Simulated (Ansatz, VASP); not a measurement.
# Cross-check of CuSe2O5 between VASP and Ansatz

Aim: how closely do two programs agree when they are given the same cell, functional and k mesh? The cell is taken from a series of runs on this material, whose earlier steps may have relaxed, scaled, displaced or heated it; both programs get it as it stands.

Program: Ansatz 0.2.0. Level of theory: plane waves, with VASP 6.6.1 beside it; single point at PBEsol, DFT+U. Results are calculated unless marked as measured.

## Step 1: The starting structure

It takes space group C2/c (No. 15, monoclinic). Conventional cell: a = 12.387 Å, b = 4.870 Å, c = 7.992 Å, α = 90.00°, β = 111.95°, γ = 90.00°. Nearest to Cu lie 4 O at 1.94 to 1.95 Å. Nearest to Se lie 3 O at 1.66 to 1.84 Å. Se has 3 O at 1.66 to 1.84 Å nearest. Nearest to O lie 2 Se at 1.84 Å. Nearest to O lie 1 Se at 1.66 Å and 1 Cu at 1.94 Å. Farther neighbours and most contacts between anions are not listed.

## Step 2: Ansatz: single point, PBEsol, DFT+U

Ansatz runs on its default PAW (the set named soft_2) files.

With cell and atoms fixed, the geometry can't cause a difference; cores, projectors, grids and the points listed under the comparison can.

Contents of input.yaml:

```yaml
crystal:
  lattice:
    - [6.19345, -2.43495, 0.0]
    - [12.3869, 4.8699, 0.0]
    - [3.2057857678, 2.43495, 7.4122284993]
  atoms:
    - { symbol: Cu, position: [0.5, 0.0, 0.5], spin: 1.0 }
    - { symbol: Cu, position: [0.5, 0.5, 0.5], spin: -1.0 }
    - { symbol: Cu, position: [0.5, 0.25, 0.0], spin: 1.0 }
    - { symbol: Cu, position: [0.5, 0.75, 0.0], spin: -1.0 }
    - { symbol: Se, position: [0.0754, 0.687285, 0.82983] }
    - { symbol: Se, position: [0.0754, 0.187285, 0.82983] }
    - { symbol: Se, position: [0.7956, 0.127215, 0.67017] }
    - { symbol: Se, position: [0.7956, 0.627215, 0.67017] }
    - { symbol: Se, position: [0.9246, 0.312715, 0.17017] }
    - { symbol: Se, position: [0.9246, 0.812715, 0.17017] }
    - { symbol: Se, position: [0.2044, 0.872785, 0.32983] }
    - { symbol: Se, position: [0.2044, 0.372785, 0.32983] }
    - { symbol: O, position: [0.118, 0.066, 0.75] }
    - { symbol: O, position: [0.118, 0.566, 0.75] }
    - { symbol: O, position: [0.882, 0.934, 0.25] }
    - { symbol: O, position: [0.882, 0.434, 0.25] }
    - { symbol: O, position: [0.8503, 0.8708, 0.6593] }
    - { symbol: O, position: [0.8503, 0.3708, 0.6593] }
    - { symbol: O, position: [0.5991, 0.6545, 0.8407] }
    - { symbol: O, position: [0.5991, 0.1545, 0.8407] }
    - { symbol: O, position: [0.1497, 0.1292, 0.3407] }
    - { symbol: O, position: [0.1497, 0.6292, 0.3407] }
    - { symbol: O, position: [0.4009, 0.3455, 0.1593] }
    - { symbol: O, position: [0.4009, 0.8455, 0.1593] }
    - { symbol: O, position: [0.8537, 0.70565, 0.9874] }
    - { symbol: O, position: [0.8537, 0.20565, 0.9874] }
    - { symbol: O, position: [0.6013, 0.81685, 0.5126] }
    - { symbol: O, position: [0.6013, 0.31685, 0.5126] }
    - { symbol: O, position: [0.1463, 0.29435, 0.0126] }
    - { symbol: O, position: [0.1463, 0.79435, 0.0126] }
    - { symbol: O, position: [0.3987, 0.18315, 0.4874] }
    - { symbol: O, position: [0.3987, 0.68315, 0.4874] }
magnetization:
  spin_polarized: true
kpoints:
  mp_grid: { grid: [7, 4, 4] }
hamiltonian:
  xc: pbesol
  hubbard:
    occupation_matrices:
      a0_more:
        matrix:
          - [0.9942, -0.0009, 0.0018, 0.0021, 0.0037]
          - [-0.0009, 0.9923, 0.0045, 0.0014, -0.0021]
          - [0.0018, 0.0045, 0.9925, -0.0005, 0.0015]
          - [0.0021, 0.0014, -0.0005, 0.995, -0.0019]
          - [0.0037, -0.0021, 0.0015, -0.0019, 0.9898]
      a0_less:
        matrix:
          - [0.9283, 0.0768, -0.0582, 0.0402, 0.1491]
          - [0.0768, 0.8996, 0.0764, -0.0434, -0.174]
          - [-0.0582, 0.0764, 0.9368, 0.0342, 0.1343]
          - [0.0402, -0.0434, 0.0342, 0.973, -0.0858]
          - [0.1491, -0.174, 0.1343, -0.0858, 0.6698]
      a1_more:
        matrix:
          - [0.9942, -0.0009, -0.0018, 0.0021, -0.0037]
          - [-0.0009, 0.9923, -0.0045, 0.0014, 0.0021]
          - [-0.0018, -0.0045, 0.9925, 0.0005, 0.0015]
          - [0.0021, 0.0014, 0.0005, 0.995, 0.0019]
          - [-0.0037, 0.0021, 0.0015, 0.0019, 0.9898]
      a1_less:
        matrix:
          - [0.9283, 0.0768, 0.0582, 0.0402, -0.1491]
          - [0.0768, 0.8996, -0.0764, -0.0434, 0.174]
          - [0.0582, -0.0764, 0.9368, -0.0342, 0.1343]
          - [0.0402, -0.0434, -0.0342, 0.973, 0.0858]
          - [-0.1491, 0.174, 0.1343, 0.0858, 0.6698]
    sites:
      - { site: 0, l: d, u_eff: 6.0, starting_ns: [{ spin: up, occupation_matrix: a0_more }, { spin: down, occupation_matrix: a0_less }] }
      - { site: 1, l: d, u_eff: 6.0, starting_ns: [{ spin: up, occupation_matrix: a0_less }, { spin: down, occupation_matrix: a0_more }] }
      - { site: 2, l: d, u_eff: 6.0, starting_ns: [{ spin: up, occupation_matrix: a1_more }, { spin: down, occupation_matrix: a1_less }] }
      - { site: 3, l: d, u_eff: 6.0, starting_ns: [{ spin: up, occupation_matrix: a1_less }, { spin: down, occupation_matrix: a1_more }] }
    projectors: ortho-atomic
scf:
  occupations: { method: fermi_dirac, width: 0.05 }
  lower_state_search: "off"
checkpoint:
  write: ground.run
  compress: false
  write_wavefunctions: false
  write_every: 100000
```

The run is started by

```
$ ansatz run input.yaml --threads 32 --pin off --max-ram 92160MiB --backend cuda --events-out ev --progress --plain --runs-dir out --max-vram 78GiB
```

Numbers of over 12 decimals in the logs are rounded to 6 here.

Output:

```text
Engine: ansatz 0.2.0, aarch64-unknown-linux-gnu
Pseudopotentials: kind: paw
Pseudopotential: Cu, paw, valence charge 19, recommended cutoff 420 eV (normal), Cu.paw.azcp
Pseudopotential: Se, paw, valence charge 16, recommended cutoff 420 eV (normal), Se.paw.azcp
Pseudopotential: O, paw, valence charge 6, recommended cutoff 420 eV (normal), O.paw.azcp
Functional definition: PBEsol
  exchange = pbesol_x
  correlation = pbesol_c
concurrent solve slots: 30 of 32 are kept, ahead of what memory takes: no pass of the eigensolver takes more rounds on 30
[...]
Crystal: 32 atoms, lattice volume = 447.128 Å³
Basis set: ecut = 420 eV, 8729 PW (Γ)
Bands: 197, of which v1, the nominal top of the filled ones, is band 162 counted from 1 (161 counted from 0)
Symmetry: 1 space group operations
Space group: P1 (ITA 1), of the structure as read, at distance tolerance 7.6e-5 Å
Magnetic group: BNS 1.3 (UNI 3), of the structure as read, at distance tolerance 7.6e-5 Å
k-points: 58 of 112 (time reversal used)
Non-local potential: Cu, projectors of the file, l = 0: 3, l = 1: 2, l = 2: 3, l = 3: 1
Non-local potential: Se, projectors of the file, l = 0: 2, l = 1: 2, l = 2: 3, l = 3: 1
Non-local potential: O, projectors of the file, l = 0: 2, l = 1: 2, l = 2: 1
PAW form: soft (Blöchl's): semilocal exchange-correlation on the pseudo side does not see the compensation charge
PAW frozen core: Cu, regenerated for the run's functional, and the local potential with it (the file was generated under x = pbe(κ = 0.804, μ = 0.219515), c = pbe(β = 0.066725))
PAW frozen core: Se, regenerated for the run's functional, and the local potential with it (the file was generated under x = pbe(κ = 0.804, μ = 0.219515), c = pbe(β = 0.066725))
PAW frozen core: O, regenerated for the run's functional, and the local potential with it (the file was generated under x = pbe(κ = 0.804, μ = 0.219515), c = pbe(β = 0.066725))
PAW one-centre angular grid: Cu, 590 points (default); XC on 64 Gauss nodes
PAW one-centre angular grid: Se, 590 points (default); XC on 64 Gauss nodes
PAW one-centre angular grid: O, 110 points (default); XC on 64 Gauss nodes
Initial density: superposition of atomic densities (chi_scale 0.1, normalization cell, long waves kept (reshape's long-wave potential 0.19 eV rms))
Starting moments: Σ|m| = 4 μB on 4 of 32 sites
Starting magnetic order: antiferromagnet; a translation exchanges its spin sublattices: spin-degenerate at every k-point
Initial wavefunctions: pseudopotential atomic-orbital guess
[...]
Functional: x = pbesol(κ = 0.804, μ = 0.123457), c = pbesol(β = 0.046)
the translation (0, 0.5, 0) carries every atom to within crystal.symmetry.tolerance of an atom of its element with the starting moment reversed, but both spin channels are solved: the dense algebra is the device's
SCF iter   1: F=—  HF=-80950.870646 eV  |F-HF|=—  |Δ(HF+E_count)|=         —  Δρ=7.52e-2 (↑7.52e-2 ↓7.52e-2)  dr2=8.29e1  dr2_m=7.37e0  M=-0.000 μB ∫|m|=0.857 μB  β_m=0.30  ethr=3.10e-3  ⟨swp⟩=5.8  Hψ=83453  notcnv=0  defer=156
preconditioner: auto → Kerker (q_TF=auto, 2.586 Å⁻¹)  [metal: Δε(μ)=0.014 eV  Ē_g=14.213 eV  σ=0.050 eV  W_gap=0.07  n_scr=126 (ndim 8)  ℏωp=25.6 eV  f_vac=0.105  D(μ)=6.35/eV (n_scr^D=30)]
spin=Collinear: Kerker preconditioning applied to the charge; magnetization (m = ρ↑ − ρ↓) channel mixes plain (no charge-response kernel on spin).
SCF iter   2: F=—  HF=-80938.489489 eV  |F-HF|=—  |Δ(HF+E_count)|=    1.24e1  Δρ=3.21e-2 (↑3.21e-2 ↓3.21e-2)  dr2=2.11e1  dr2_m=8.85e-1  M=-0.000 μB ∫|m|=3.181 μB  β_m=0.30  ethr=3.10e-3  ⟨swp⟩=2.4  Hψ=45882  notcnv=0  defer=3364
preconditioner: auto → Resta (q_TF=auto, 2.586 Å⁻¹)  ε∞=4.5  [insulator: Δε(μ)=0.382 eV  Ē_g=13.600 eV  σ=0.050 eV  W_gap=0.95  n_scr=126 (ndim 8)  ℏωp=25.6 eV  f_vac=0.108  D(μ)=0.40/eV (n_scr^D=0)  ε∞_Penn≈4.5]
spin=Collinear: Resta preconditioning applied to the charge; magnetization (m = ρ↑ − ρ↓) channel mixes plain (no charge-response kernel on spin).
SCF iter   3: F=—  HF=-80934.585675 eV  |F-HF|=—  |Δ(HF+E_count)|=    3.90e0  Δρ=1.95e-2 (↑1.95e-2 ↓1.95e-2)  dr2=7.20e0  dr2_m=4.31e-1  M=0.000 μB ∫|m|=3.336 μB  β_m=0.30  ethr=3.10e-3  ⟨swp⟩=2.0  Hψ=35606  notcnv=0  defer=3364
[...]
SCF iter   7: F=—  HF=-80933.815905 eV  |F-HF|=—  |Δ(HF+E_count)|=   1.19e-2  Δρ=1.13e-3 (↑1.13e-3 ↓1.13e-3)  dr2=9.13e-3  dr2_m=1.84e-3  M=-0.000 μB ∫|m|=4.025 μB  β_m=0.30  ethr=7.89e-5  ⟨swp⟩=2.0  Hψ=28966  notcnv=0  defer=3364
Mixer restart at iter 7: flushing history
spin-set hold released at iteration 7 (site moments contracting): the magnetisation degrees of freedom join the quasi-Newton model from the next iteration; the mixer history was flushed
SCF iter   8: F=—  HF=-80933.852368 eV  |F-HF|=—  |Δ(HF+E_count)|=   3.65e-2  Δρ=7.16e-4 (↑7.16e-4 ↓7.16e-4)  dr2=9.83e-3  dr2_m=4.40e-5  M=0.000 μB ∫|m|=4.042 μB  β_m=0.65  ethr=2.82e-6  ⟨swp⟩=2.0  Hψ=44766  notcnv=0  defer=3364
SCF iter   9: F=—  HF=-80933.909225 eV  |F-HF|=—  |Δ(HF+E_count)|=   5.69e-2  Δρ=1.42e-3 (↑1.42e-3 ↓1.42e-3)  dr2=1.69e-2  dr2_m=4.06e-5  M=-0.000 μB ∫|m|=4.060 μB  β_m=0.56  ethr=2.82e-6  ⟨swp⟩=2.9  Hψ=39612  notcnv=0  defer=3364
SCF iter  10: F=—  HF=-80933.906268 eV  |F-HF|=—  |Δ(HF+E_count)|=   2.96e-3  Δρ=8.16e-4 (↑8.16e-4 ↓8.16e-4)  dr2=4.14e-3  dr2_m=1.69e-3  M=0.000 μB ∫|m|=4.083 μB  β_m=0.69  ethr=2.82e-6  ⟨swp⟩=2.0  Hψ=39456  notcnv=0  defer=3364
SCF iter  11: F=—  HF=-80933.905591 eV  |F-HF|=—  |Δ(HF+E_count)|=   6.77e-4  Δρ=3.02e-4 (↑3.02e-4 ↓3.02e-4)  dr2=9.31e-4  dr2_m=1.39e-4  M=0.000 μB ∫|m|=4.080 μB  β_m=0.57  ethr=1.28e-6  ⟨swp⟩=2.0  Hψ=31834  notcnv=0  defer=3364
SCF iter  12: F=—  HF=-80933.904975 eV  |F-HF|=—  |Δ(HF+E_count)|=   6.16e-4  Δρ=3.72e-5 (↑3.72e-5 ↓3.72e-5)  dr2=2.39e-5  dr2_m=1.49e-6  M=0.000 μB ∫|m|=4.079 μB  β_m=0.71  ethr=2.87e-7  ⟨swp⟩=2.0  Hψ=31542  notcnv=0  defer=3364
[...]
SCF iter  15: F=—  HF=-80933.904961 eV  |F-HF|=—  |Δ(HF+E_count)|=   4.50e-8  Δρ=1.46e-5 (↑1.45e-5 ↓1.46e-5)  dr2=2.33e-6  dr2_m=1.07e-7  M=-0.000 μB ∫|m|=4.078 μB  β_m=0.62  ethr=3.40e-9  ⟨swp⟩=2.0  Hψ=38339  notcnv=0  defer=3364
SCF iter  16: F=—  HF=-80933.904960 eV  |F-HF|=—  |Δ(HF+E_count)|=   2.56e-7  Δρ=3.58e-6 (↑3.58e-6 ↓3.58e-6)  dr2=2.01e-7  dr2_m=9.11e-9  M=0.000 μB ∫|m|=4.078 μB  β_m=0.64  ethr=7.19e-10  ⟨swp⟩=2.0  Hψ=38164  notcnv=0  defer=3364
SCF iter  17: F=-80933.904961 eV  HF=-80933.904960 eV  |F-HF|=7.11e-8  |Δ(HF+E_count)|=   1.69e-7  Δρ=2.10e-6 (↑2.10e-6 ↓2.10e-6)  dr2=6.52e-8  dr2_m=3.55e-9  M=0.000 μB ∫|m|=4.079 μB  ethr=3.09e-11  ⟨swp⟩=3.0  Hψ=45446  notcnv=0
SCF 1 converged in 17 iterations: F = -80933.904961 eV  dr2 = 6.52e-8
  greatest PAW one-centre occupation: 1.000 electrons in one spin orbital (limit 2), on the Cu atom at site 1 (counted from 0), in its partial waves of l = 0
SCF converged after 17 iterations
Magnetization: 0.0000 μB (162.0000 up, 162.0000 down)
Absolute magnetization: 4.0284 μB (∫|ρ↑−ρ↓|, with the PAW one-centre terms)
Spin contamination: 1.9431 ħ² per cell (⟨S²⟩ above its minimum at these occupations)
Per-site moments (μB) at R_I (Å): [(0.614424, 0.799626), (-0.614424, 0.799626), (0.616151, 0.799626), (-0.616151, 0.799626), (6.835155734914191e-6, 0.685548), (-6.837333933142486e-6, 0.685548), (2.7756772580666332e-5, 0.685548), (-2.77596540449622e-5, 0.685548), (0.0063896, 0.685548), (-0.0063896, 0.685548), (-0.00639279, 0.685548), (0.00639279, 0.685548), (8.685737681845308e-5, 0.757622), (-8.687214853352445e-5, 0.757622), (-0.016589, 0.757622), (0.016589 [...]
Free energy (F): -80933.904961 eV
Harris-Foulkes:  -80933.904960 eV  (|F-HF|=7.11e-8)
Internal energy: -80933.904958 eV  (E = F + TS)
E sigma→0 (E₀):  -80933.904959 eV
Entropy (-TS):   -0.000002 eV (-0.000 meV/atom)
Fermi energy:    6.662526 eV
--- Per-component energies (eV) ---
  E_band       = -6064.877043
  E_kinetic    = 5600.743752
  E_local      = -52573.783047  (includes V_loc(G=0)·N_el)
  E_nonlocal   = -2133.559007
  E_hartree    = 23530.789118
  E_xc         = -2611.658060
  E_vxc        = -3079.309097  (∫ρ·V_xc dr)
  E_hubbard    = 3.621590  (on-site DFT+U / exact-exchange correction)
  E_vhub       = -105.117225  (the Hubbard potential's part of the band-sum identity)
  E_paw        = -24533.169604  (= ΣΔE_a)
  E_vpaw       = -835.475378  (= ΣTr[D̂ρ^β])
  E_aug_tail   = 0.046039  (compensation charges beyond the density's cutoff)
  E_ewald      = -28226.533909
  E_core_change = 9.598170  (= ΣΔE_core)
  E_smearing   = -0.000002  (= −TS)
  E_closure    = 0.000000  (closes the sum)
  Σ components = -80933.904961   (vs F -80933.904961, Δ=0.00e0)
--- Specified on-site occupations, and those of the state reported ---
  electrons in the specified blocks: 37.4852 specified, 37.4534 found
  site 2 (l=d) ↓: largest change of an orbital's occupation 0.0100; electrons 4.4075 specified, 4.3981 found; spectral distance 0.0095
  site 3 (l=d) ↑: largest change of an orbital's occupation 0.0100; electrons 4.4075 specified, 4.3981 found; spectral distance 0.0095
  site 0 (l=d) ↓: largest change of an orbital's occupation 0.0088; electrons 4.4075 specified, 4.3994 found; spectral distance 0.0081
  site 1 (l=d) ↑: largest change of an orbital's occupation 0.0088; electrons 4.4075 specified, 4.3994 found; spectral distance 0.0081
  site 3 (l=d) ↓: largest change of an orbital's occupation 0.0010; electrons 4.9638 specified, 4.9647 found; spectral distance 0.0008
  site 2 (l=d) ↑: largest change of an orbital's occupation 0.0010; electrons 4.9638 specified, 4.9647 found; spectral distance 0.0008
  site 0 (l=d) ↑: largest change of an orbital's occupation 0.0008; electrons 4.9638 specified, 4.9645 found; spectral distance 0.0006
  site 1 (l=d) ↓: largest change of an orbital's occupation 0.0008; electrons 4.9638 specified, 4.9645 found; spectral distance 0.0006
Occupation matrices written to <dir>
```

(Continued in part 2 of 2.)

[Lines on the potential files, build, host, timing and source positions are cut from VASP's logs without a mark.]

[Logs are printed without paths, hosts, clocks, repeated set-up lines and the standing remarks that a program may print on its own settings, such as how far it seeks lower states.]

[Hosts, paths, dates, database ids (printed as entryN), source tags and the programs' standing remarks are cut or masked in the printed files.]
